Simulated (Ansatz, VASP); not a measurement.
**Two plane-wave programs on SrHg3O4**

INCAR

```
SYSTEM = SrHg3O4
PREC     = Accurate       ! precision mode
ENCUT    = 520            ! plane-wave cutoff, eV
EDIFF    = 1E-6           ! SCF threshold, eV
ISMEAR   = 0              ! smearing method
SIGMA    = 0.1            ! smearing width, eV
LREAL    = .FALSE.        ! projectors in reciprocal space
LASPH    = .TRUE.         ! aspherical terms in the spheres
NELM     = 100            ! most SCF steps
ALGO     = Normal         ! electronic algorithm
ISIF     = 2              ! what is computed and relaxed
LWAVE    = .FALSE.        ! write WAVECAR
LCHARG   = .TRUE.         ! write CHGCAR
GGA      = PE             ! functional
LELF     = .TRUE.         ! ELF
LVHAR    = .TRUE.       
NBANDS   = 45             ! bands
```

File KPOINTS:

```
Automatic mesh
0
G
  8 8 8
  0 0 0
```

POSCAR

```
SrHg3O4
1.0
    4.8366776335      0.0000000000      0.0000000000
    0.0000000000      4.8366776335      0.0000000000
    0.0000000000      0.0000000000      4.8366776335
Sr Hg O
1 3 4
Direct
    0.0000000000      0.0000000000      0.0000000000
    0.0000000000      0.5000000000      0.5000000000
    0.5000000000      0.0000000000      0.5000000000
    0.5000000000      0.5000000000      0.0000000000
    0.5000000000      0.0000000000      0.0000000000
    0.5000000000      0.5000000000      0.5000000000
    0.0000000000      0.0000000000      0.5000000000
    0.0000000000      0.5000000000      0.0000000000
```

Input for Ansatz:

```yaml
crystal:
  lattice:
    - [4.8366776335, 0.0, 0.0]
    - [0.0, 4.8366776335, 0.0]
    - [0.0, 0.0, 4.8366776335]
  atoms:
    - { symbol: Sr, position: [0.0, 0.0, 0.0] }
    - { symbol: Hg, position: [0.0, 0.5, 0.5] }
    - { symbol: Hg, position: [0.5, 0.0, 0.5] }
    - { symbol: Hg, position: [0.5, 0.5, 0.0] }
    - { symbol: O, position: [0.5, 0.0, 0.0] }
    - { symbol: O, position: [0.5, 0.5, 0.5] }
    - { symbol: O, position: [0.0, 0.0, 0.5] }
    - { symbol: O, position: [0.0, 0.5, 0.0] }
basis:
  ecutwfc: 420
kpoints:
  mp_grid: { grid: [8, 8, 8] }
hamiltonian:
  xc: pbe
scf:
  occupations: { method: gaussian, width: 0.1 }
output:
  forces: true
  stress: true
  eigenvalues: true
```

Alike in both runs: task single point; functional PBE; k mesh 8 × 8 × 8; occupations gaussian, width 0.1 eV; no spin polarisation.

```csv
,VASP,Ansatz
version,VASP 6.6.1,Ansatz 0.2.0
potentials or method,"VASP PAW PBE potentials, release 64 (Sr_sv, Hg, O)","scalar-relativistic, plane waves, PAW"
plane-wave cutoff (eV),520,420
valence electrons in the cell,70,94
```

|  | VASP | Ansatz | Ansatz less VASP |
| --- | --- | --- | --- |
| gap on the k mesh at the Fermi level (eV) | none | none | - |
| pressure (GPa) | 13.1 | 11.9 | -1.23 |

A gap of «none» marks a metal or a gap that the smearing closes. The two sets of potentials don't hold the same shells in valence.

Spin-orbit coupling is left out, which matters for the levels of Hg.
